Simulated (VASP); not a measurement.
Here is the system:

```yaml
crystal:
  lattice:
    - [-2.64149, 2.64149, 2.64149]
    - [2.64149, -2.64149, 2.64149]
    - [2.64149, 2.64149, -2.64149]
  atoms:
    - { symbol: K, position: [0.00000, 0.00000, 0.00000] }
```

These are r2SCAN+rVV10, VASP's PBE PAW potentials (set 64) (plane waves; VASP) values and carry that method's errors. Numerical set-up: 520 eV cut-off, 11×11×11 Γ-centred mesh, tetrahedra with Blöchl corrections, potentials K_sv.

**Question.** Give the energies of bands 5 to 7 at the high-symmetry points, in eV from the Fermi level.

**Answer.** 
| band | Γ | H | N | P |
|---|---|---|---|---|
| 5 | -2.34 | 1.75 | 0.54 | 1.51 |
| 6 | 4.73 | 1.75 | 0.60 | 1.51 |
| 7 | 4.73 | 3.73 | 3.46 | 1.51 |

It has no gap at this level: it comes out as a metal or semimetal.

The compound is K in the bcc structure. It was relaxed first.
